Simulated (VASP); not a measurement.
Level of theory: PBE GGA with D3 dispersion (Becke-Johnson damping), VASP's PBE PAW potentials (set 64) (plane waves; VASP 6.6.1).

VASP input:

**INCAR**
```
! general
SYSTEM  =  AlN
PREC    =  Accurate
ENCUT   =  520
LREAL   =  .FALSE.
LASPH   =  .TRUE.

! electronic loop
EDIFF   =  1E-7
NELM    =  100
ALGO    =  Normal

! smearing
ISMEAR  =  0
SIGMA   =  0.05

! functional
GGA     =  PE
IVDW    =  12

! ions
IBRION  =  2
NSW     =  30
ISIF    =  4
EDIFFG  =  -0.01

! output
LWAVE   =  .FALSE.
LCHARG  =  .FALSE.
```

File KPOINTS:
```
Automatic mesh
0
Gamma
8 8 5
0 0 0
```

File POSCAR:
```
AlN
1
    1.5222393413    -2.6365958748     0.0000000000
    1.5222393413     2.6365958748     0.0000000000
    0.0000000000     0.0000000000     4.8746838759
Al N
2 2
Direct
  0.6666670000   0.3333330000   0.5000499365
  0.3333330000   0.6666670000   0.0000499365
  0.6666670000   0.3333330000   0.8819500635
  0.3333330000   0.6666670000   0.3819500635
```

POTCAR, in this order: Al N (PBE.64 set). Program: vasp_std.

Output

### OSZICAR
```
       N       E                     dE             d eps       ncg     rms          rms(c)
DAV:   1     0.513881721435E+02    0.51388E+02   -0.76785E+03   720   0.119E+03
DAV:   2    -0.308507220088E+02   -0.82239E+02   -0.75500E+02  1052   0.231E+02
DAV:   3    -0.345799149438E+02   -0.37292E+01   -0.37112E+01   932   0.524E+01
DAV:   4    -0.346078706797E+02   -0.27956E-01   -0.27952E-01   800   0.525E+00
DAV:   5    -0.346082334553E+02   -0.36278E-03   -0.36277E-03   924   0.609E-01    0.127E+01
DAV:   6    -0.296071796114E+02    0.50011E+01   -0.16812E+01   852   0.321E+01    0.445E+00
DAV:   7    -0.296018610975E+02    0.53185E-02   -0.70665E-01   804   0.679E+00    0.301E+00
DAV:   8    -0.295942942027E+02    0.75669E-02   -0.72199E-02   800   0.278E+00    0.444E-01
DAV:   9    -0.295900472203E+02    0.42470E-02   -0.18774E-02   908   0.105E+00    0.230E-01
DAV:  10    -0.295905437160E+02   -0.49650E-03   -0.19013E-03   836   0.343E-01    0.128E-01
DAV:  11    -0.295904809654E+02    0.62751E-04   -0.19604E-04   832   0.114E-01    0.284E-02
DAV:  12    -0.295904825311E+02   -0.15657E-05   -0.65600E-06   800   0.269E-02    0.681E-03
DAV:  13    -0.295904822639E+02    0.26723E-06   -0.39821E-06   880   0.152E-02    0.489E-03
DAV:  14    -0.295904822534E+02    0.10478E-07   -0.30329E-07   708   0.498E-03
   1 F= -.30739576E+02 E0= -.30739576E+02  d E =-.307396E+02
       N       E                     dE             d eps       ncg     rms          rms(c)
DAV:   1    -0.295911849054E+02   -0.70264E-03   -0.28976E-02   720   0.164E+00    0.940E-02
DAV:   2    -0.295910007969E+02    0.18411E-03   -0.25034E-04   900   0.154E-01    0.531E-02
DAV:   3    -0.295909052968E+02    0.95500E-04   -0.14152E-04   884   0.106E-01    0.340E-03
DAV:   4    -0.295909061720E+02   -0.87525E-06   -0.93725E-06   768   0.291E-02    0.277E-03
DAV:   5    -0.295909061289E+02    0.43136E-07   -0.15877E-07   672   0.398E-03
   2 F= -.30739983E+02 E0= -.30739983E+02  d E =-.406954E-03
       N       E                     dE             d eps       ncg     rms          rms(c)
DAV:   1    -0.295910724656E+02   -0.16629E-03   -0.99672E-03   720   0.962E-01    0.551E-02
DAV:   2    -0.295910088990E+02    0.63567E-04   -0.86272E-05   900   0.904E-02    0.311E-02
DAV:   3    -0.295909760004E+02    0.32899E-04   -0.48710E-05   884   0.624E-02    0.202E-03
DAV:   4    -0.295909763014E+02   -0.30108E-06   -0.32543E-06   768   0.172E-02    0.165E-03
DAV:   5    -0.295909762806E+02    0.20834E-07   -0.54408E-08   452   0.241E-03
   3 F= -.30740043E+02 E0= -.30740043E+02  d E =-.467037E-03
       N       E                     dE             d eps       ncg     rms          rms(c)
DAV:   1    -0.295910292919E+02   -0.52990E-04   -0.59082E-02   720   0.225E+00    0.363E-02
DAV:   2    -0.295910799999E+02   -0.50708E-04   -0.80274E-04   848   0.247E-01    0.242E-02
DAV:   3    -0.295910610696E+02    0.18930E-04   -0.20262E-05   836   0.509E-02    0.109E-02
DAV:   4    -0.295910588435E+02    0.22261E-05   -0.18566E-05   860   0.385E-02    0.381E-03
DAV:   5    -0.295910589363E+02   -0.92754E-07   -0.16965E-06   748   0.130E-02    0.167E-03
DAV:   6    -0.295910589449E+02   -0.85890E-08   -0.75609E-08   364   0.270E-03
   4 F= -.30740119E+02 E0= -.30740119E+02  d E =-.759485E-04
       N       E                     dE             d eps       ncg     rms          rms(c)
DAV:   1    -0.295910982815E+02   -0.39345E-04   -0.83620E-03   720   0.847E-01    0.134E-02
DAV:   2    -0.295911056105E+02   -0.73290E-05   -0.11357E-04   848   0.929E-02    0.917E-03
DAV:   3    -0.295911030033E+02    0.26072E-05   -0.28848E-06   836   0.192E-02    0.413E-03
DAV:   4    -0.295911026818E+02    0.32148E-06   -0.26399E-06   868   0.145E-02    0.145E-03
DAV:   5    -0.295911026765E+02    0.53722E-08   -0.24077E-07   580   0.496E-03
   5 F= -.30740165E+02 E0= -.30740165E+02  d E =-.122225E-03
```

**OUTCAR**
```
------------------------ aborting loop because EDIFF is reached ----------------------------------------
 Edisp (eV)   -1.14906
  FORCE on cell =-STRESS in cart. coord.  units (eV):
  Direction    XX          YY          ZZ          XY          YZ          ZX
  --------------------------------------------------------------------------------------
  Total       3.44014     3.44014     3.44251     0.00000     0.00000     0.00000
  in kB     140.85876   140.85876   140.95581     0.00000     0.00000     0.00000
  external pressure =      140.89 kB  Pullay stress =        0.00 kB
  volume of cell :       39.13
      direct lattice vectors                 reciprocal lattice vectors
     1.524816185 -2.641059098  0.000000000     0.327908377 -0.189317990 -0.000000000
     1.524816185  2.641059098  0.000000000     0.327908377  0.189317990  0.000000000
     0.000000000 -0.000000000  4.858221977     0.000000000  0.000000000  0.205836622
  FREE ENERGIE OF THE ION-ELECTRON SYSTEM (eV)
  ---------------------------------------------------
  free  energy   TOTEN  =       -30.7401651434 eV

  energy  without entropy=      -30.7401651434  energy(sigma->0) =      -30.74016514

 reached required accuracy - stopping structural energy minimisation
```
(Selected blocks of OUTCAR.)

### CONTCAR
```
AlN
   1.00000000000000
     1.5248161854238269   -2.6410590984850808    0.0000000000000000
     1.5248161854238269    2.6410590984850808    0.0000000000000000
     0.0000000000000000   -0.0000000000000000    4.8582219771349413
  Al              N
     2     2
Direct
     0.6666669999999968    0.3333330000000032    0.4993038415983508
     0.3333330000000032    0.6666669999999968    0.9993038415983507
     0.6666669999999968    0.3333330000000032    0.8826961584016472
     0.3333330000000032    0.6666669999999968    0.3826961584016471
```

The compound is AlN in the wurtzite structure. This cell is one point of a volume scan, at 0.94 of the reference volume. Symmetry was kept, so distortions that lower it aren't found.
